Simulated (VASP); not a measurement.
# VCr2Si2 (Cmcm) in VASP: a series of runs, part 2 of 2

VASP 6.6.1.

### Step 3. Single point, PBE

INCAR reads:

```
ALGO     = Fast           # electronic algorithm
EDIFF    = 1E-6           # SCF threshold, eV
ENCUT    = 520            # plane-wave cutoff, eV
GGA      = PE             # functional
ISIF     = 2              # what is computed and relaxed
ISMEAR   = 0              # smearing method
LASPH    = True           # aspherical terms in the spheres
LCHARG   = False          # write CHGCAR
LREAL    = False          # projectors in reciprocal space
LWAVE    = False          # write WAVECAR
NBANDS   = 56             # bands
NELM     = 100            # most SCF steps
PREC     = Accurate       # precision mode
SIGMA    = 0.1595         # smearing width, eV
```

KPOINTS reads:

```
k-points
0
Gamma
  6 6 3
```

POSCAR reads:

```
VCr2Si2
1.0
    3.1577990000      0.0000000000      0.0000000000
    1.5789000000     -5.1361260000      0.0000000000
    0.0000000000      0.0000000000     -7.7440210000
Cr V Si
4 2 4
Direct
    0.1420000000      0.7160000000      0.9310000000
    0.8580000000      0.2840000000      0.4310000000
    0.8580000000      0.2840000000      0.0690000000
    0.1420000000      0.7160000000      0.5690000000
    0.4060000000      0.1880000000      0.7500000000
    0.5940000000      0.8120000000      0.2500000000
    0.7550000000      0.4900000000      0.7500000000
    0.2450000000      0.5100000000      0.2500000000
    0.5000000000      0.0000000000      0.0000000000
    0.5000000000      0.0000000000      0.5000000000
```

Potentials or basis: VASP PAW PBE potentials, release 64 (Cr_pv, V_sv, Si).

On the command line:

```
$ cat potpaw_PBE.64/Cr_pv/POTCAR potpaw_PBE.64/V_sv/POTCAR potpaw_PBE.64/Si/POTCAR > POTCAR
$ mpirun -np 1 vasp_std > vasp.out
```

OUTCAR:

```text
EDIFF = 1E-6
   ENCUT = 520
   GGA = PE
   ISIF = 2
   ISMEAR = 0
   LASPH = True
   LREAL = False
   NELM = 100
   PREC = Accurate

 ion  position               nearest neighbor table
   1  0.142  0.716  0.931-   9 2.21   9 2.21   7 2.41   7 2.41   8 2.69   4 2.80   3 2.93   3 2.93
                             6 2.97   6 2.97   3 3.11
   2  0.858  0.284  0.431-  10 2.21  10 2.21   8 2.41   8 2.41   7 2.69   3 2.80   4 2.93   4 2.93
                             5 2.97   5 2.97   4 3.11
   3  0.858  0.284  0.069-   9 2.21   9 2.21   8 2.41   8 2.41   7 2.69   2 2.80   1 2.93   1 2.93
                             5 2.97   5 2.97   1 3.11
[... 1651 lines left out ...]
  external PRESSURE =     194.9547597 kB  Pullay stress =       0.0000000 kB

 VOLUME and BASIS-vectors are now :
 -----------------------------------------------------------------------------
  energy-cutoff  :      520.00
  volume of cell :      125.60
      direct lattice vectors                 reciprocal lattice vectors
     3.157799000  0.000000000  0.000000000     0.316676267  0.097349668  0.000000000
     1.578900000 -5.136126000  0.000000000     0.000000000 -0.194699273  0.000000000
     0.000000000  0.000000000 -7.744021000     0.000000000  0.000000000 -0.129131881

 POSITION                                       TOTAL-FORCE (eV/Angst)
 -----------------------------------------------------------------------------------
      1.57890     -3.67747     -7.20968        -0.000000      1.171793     -0.164734
      3.15780     -1.45866     -3.33767         0.000000     -1.171793     -0.164734
      3.15780     -1.45866     -0.53434         0.000000     -1.171793      0.164734
      1.57890     -3.67747     -4.40635        -0.000000      1.171793      0.164734
      1.57890     -0.96559     -5.80802        -0.000000      1.056910      0.000000
      3.15780     -4.17053     -1.93601         0.000000     -1.056910     -0.000000
      3.15780     -2.51670     -5.80802         0.000000     -2.595913     -0.000000
      1.57890     -2.61942     -1.93601        -0.000000      2.595913     -0.000000
      1.57890      0.00000      0.00000         0.000000      0.000000     -0.000000
      1.57890      0.00000     -3.87201        -0.000000      0.000000     -0.000000
 -----------------------------------------------------------------------------------
    total drift:                               -0.000000     -0.000000      0.000000

  FREE ENERGIE OF THE ION-ELECTRON SYSTEM (eV)
  ---------------------------------------------------
  free  energy   TOTEN  =       -74.2489083817 eV

  energy  without entropy=      -74.0986199739  energy(sigma->0) =      -74.17376418
```

stdout:

```text
POSCAR found type information on POSCAR CrV Si
 POSCAR found :  3 types and      10 ions
 scaLAPACK will be used
 LDA part: xc-table for (Slater+PW92), standard interpolation
 POSCAR, INCAR and KPOINTS ok, starting setup
 FFT: planning ... GRIDC
 FFT: planning ... GRID_SOFT
 FFT: planning ... GRID
 WAVECAR not read
 entering main loop
```

Wall time 4.3 min (1 thread of Intel Xeon Platinum 8259CL at 2.50GHz (Skylake/Cascade Lake), shared host); peak memory 0.32 GiB.

Results:

| Item | Value |
| --- | --- |
| Free energy | -74.2489 eV |
| Pressure | 19.5 GPa |
| Largest force | 2.596 eV/Å |
| Band gap on the k mesh | none (metal or under the smearing width) |

Forces on the atoms (eV/Å):
```
Cr   0.000  1.172 -0.165
Cr   0.000 -1.172 -0.165
Cr   0.000 -1.172  0.165
Cr   0.000  1.172  0.165
V    0.000  1.057  0.000
V    0.000 -1.057  0.000
Si   0.000 -2.596  0.000
Si   0.000  2.596  0.000
Si   0.000  0.000  0.000
Si   0.000  0.000  0.000
```

Caveat: so large a pressure means that the cell lies far from this level's equilibrium, or that cutoff or potentials fall short; forces of over 1 eV/Å show positions far from the minimum, so gaps and moduli don't describe the material at rest.

### Step 4. Single point, PBE

INCAR reads:

```
  PREC = Accurate
  ENCUT = 520
  EDIFF = 1E-6
  ISMEAR = 0
  SIGMA = 0.1595
  LREAL = False
  LASPH = True
  NELM = 100
  ALGO = Normal
  ISIF = 2
  LWAVE = False
  LCHARG = False
  GGA = PE
  NBANDS = 56
```

KPOINTS reads:

```
Automatic mesh
0
Gamma
  6 6 3
```

POSCAR is that of step 3.

On the command line:

```
$ cat potpaw_PBE.64/Cr_pv/POTCAR potpaw_PBE.64/V_sv/POTCAR potpaw_PBE.64/Si/POTCAR > POTCAR
$ mpirun -np 1 vasp_std > vasp.out
```

Run time: 3.8 min. Hardware: 1 thread of Intel Xeon Platinum 8259CL at 2.50GHz (Skylake/Cascade Lake), shared host; peak memory 0.32 GiB.

The run converged. Its results:

```yaml
Free_energy: -74.2489 eV
Pressure: 19.5 GPa
Largest_force: 2.597 eV/Å
Band_gap_on_the_k_mesh: none (metal or under the smearing width)
```

Forces in eV/Å, atoms in the order of the input:
```
Cr   0.000  1.172 -0.165
Cr   0.000 -1.172 -0.165
Cr   0.000 -1.172  0.165
Cr   0.000  1.172  0.165
V    0.000  1.057  0.000
V    0.000 -1.057  0.000
Si   0.000 -2.597  0.000
Si   0.000  2.597  0.000
Si   0.000  0.000  0.000
Si   0.000  0.000  0.000
```

Stress tensor (GPa, compression positive):
```
22.85  0.00  0.00
 0.00 17.52  0.00
 0.00  0.00 18.18
```

Levels at points of the mesh, in eV from the Fermi level:
```
           k point  band 41  band 42  band 43  band 44  band 45  band 46  band 47  band 48  band 49  band 50
(0.00, 0.00, 0.00)    -1.01    -0.90    -0.70    -0.51    -0.32    -0.20    -0.18    -0.14     0.45     0.55
(0.50, 0.00, 0.00)    -1.14    -1.05    -0.32    -0.07     0.23     0.26     0.75     0.76     0.83     0.83
(0.00, 0.50, 0.00)    -0.92    -0.77    -0.66    -0.29    -0.20    -0.06     0.12     0.21     0.22     0.47
```

Caveat: so large a pressure means that the cell lies far from this level's equilibrium, or that cutoff or potentials fall short; forces of over 1 eV/Å show positions far from the minimum, so gaps and moduli don't describe the material at rest. Spin polarisation is off, so any magnetic state and its effect on volume and gap are missing.
